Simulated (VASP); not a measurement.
Here is the system:

```
MgO
1.0
    0.00000     2.12345     2.12345
    2.12345     0.00000     2.12345
    2.12345     2.12345     0.00000
Mg O
1 1
Direct
  0.00000   0.00000   0.00000
  0.50000   0.50000   0.50000
```

Method: HSE06 screened hybrid, VASP's PBE PAW potentials (set 64) (plane waves; VASP). Numerical set-up: 520 eV cut-off, 8×8×8 Γ-centred mesh, Gaussian smearing of 0.050 eV, potentials Mg O.

Problem. Estimate the energy per atom (σ→0), pressure, band gap (over the mesh, the named points and PBE's band edges) with the smallest direct gap where there is one.

Solution. 
* **band gap (over the mesh, the named points and PBE's band edges)**: 6.20 eV
* **smallest direct gap (over the mesh, the named points and PBE's band edges)**: 6.20 eV
* **energy per atom (σ→0)**: -7.111 eV/atom
* **pressure**: -5.42 GPa

The absolute energy has meaning only against runs of the same code, potentials and settings.

The compound is MgO in the rock salt structure. It was relaxed first.
